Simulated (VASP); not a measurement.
An input for Quantum ESPRESSO's pw.x (written as the equivalent of a VASP run, and not itself run):

```
&CONTROL
  calculation = 'scf'
  pseudo_dir = './pseudo'
  outdir = './out'
  tprnfor = .true.
  tstress = .true.
/
&SYSTEM
  ibrav = 0
  nat = 2
  ntyp = 1
  ecutwfc = 100
  occupations = 'smearing'
  smearing = 'methfessel-paxton'
  degauss = 0.00735
  input_dft = 'pbe'
/
&ELECTRONS
  conv_thr = 7.3e-08
  electron_maxstep = 100
/
ATOMIC_SPECIES
  Lu 174.967 Lu.upf
CELL_PARAMETERS angstrom
     1.7201710   -3.0037420    0.0000000
     1.7201710    3.0037420    0.0000000
     0.0000000    0.0000000    5.4228580
ATOMIC_POSITIONS crystal
  Lu   0.3333330  0.6666670  0.2500000
  Lu   0.6927990  0.3594650  0.7500000
K_POINTS automatic
  11 11 6 0 0 0
```

**Question.** Translate this input to VASP (INCAR, KPOINTS, POSCAR, choice of POTCAR).

**Answer.** This is not unique; one that fits is 
File KPOINTS:
```
Automatic mesh
0
Gamma
 11 11 6
```

**POSCAR**
```
Lu
1
    1.7201710000    -3.0037420000     0.0000000000
    1.7201710000     3.0037420000     0.0000000000
    0.0000000000     0.0000000000     5.4228580000
Lu
2
Direct
  0.3333330000   0.6666670000   0.2500000000
  0.6927990000   0.3594650000   0.7500000000
```

INCAR:
```
SYSTEM = Lu
PREC = Accurate
ENCUT = 400
EDIFF = 1E-6
NELM = 100
ALGO = Normal
LREAL = .FALSE.
LASPH = .TRUE.
ISMEAR = 1
SIGMA = 0.1
GGA = PE
LMAXMIX = 6
LWAVE = .FALSE.
LCHARG = .FALSE.
ISIF = 2
AMIX = 1.0
BMIX = 3.0
IMIX = 4
```

POTCAR, in this order: Lu_3 (PBE.64 set). Program: vasp_std.

The two are equivalent in intent, not identical: the potentials are each code's own (VASP's PAW set, PseudoDojo norm-conserving files in pw.x), so ENCUT and ecutwfc are chosen apart and not converted; conv_thr bounds pw.x's estimated SCF error, while EDIFF bounds the energy change between steps.

The compound is Lu in the hcp structure. The cell was not relaxed at this level, atoms are displaced from their ideal sites. The run is one of a series of settings (AMIX = 1.0, BMIX = 3.0, IMIX = 4 against the base run), some of them coarse on purpose.
